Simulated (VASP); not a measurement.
CdS:

```
CELL_PARAMETERS angstrom
4.16889 0.00000 0.00000
-2.08444 3.61036 0.00000
0.00000 0.00000 6.78016
ATOMIC_POSITIONS crystal
Cd 0.66667 0.33333 0.50019
Cd 0.33333 0.66667 0.00019
S 0.66667 0.33333 0.87681
S 0.33333 0.66667 0.37681
```

The cell is a database's computed one.

Program: VASP 6.6.1. Alike in all runs: potentials or basis VASP PAW PBE potentials, release 64 (Cd, S); no spin polarisation; cell as given; smearing gaussian 0.02 eV. Hardware: 4 MPI ranks on AMD EPYC 9R45 96-Core Processor (Zen 5), on a shared host.

Question: Order these runs on this cell by their wall time, lowest first.
A. task band structure; level PBE; k mesh 10 × 10 × 6; cutoff (eV) 600; further INCAR settings ALGO = Fast; EDIFF = 1e-06
B. task dielectric tensor; level PBE; k mesh 9 × 9 × 5; cutoff (eV) 450; further INCAR settings ALGO = Fast; EDIFF = 1e-08; IBRION = 8
C. task band structure; level HSE06; k mesh 6 × 6 × 4; cutoff (eV) 450; further INCAR settings ALGO = Normal; EDIFF = 1e-06; grid for exact exchange (PRECFOCK) Fast; screening parameter 0.2 1/A
D. task band structure; level PBE; k mesh 10 × 10 × 6; cutoff (eV) 300; further INCAR settings ALGO = Fast; EDIFF = 1e-06
E. task band structure; level r2SCAN; k mesh 10 × 10 × 6; cutoff (eV) 450; further INCAR settings ALGO = Normal; EDIFF = 1e-06

Answer: D (19 s), A (56 s), E (180 s), B (410 s), C (3700 s).
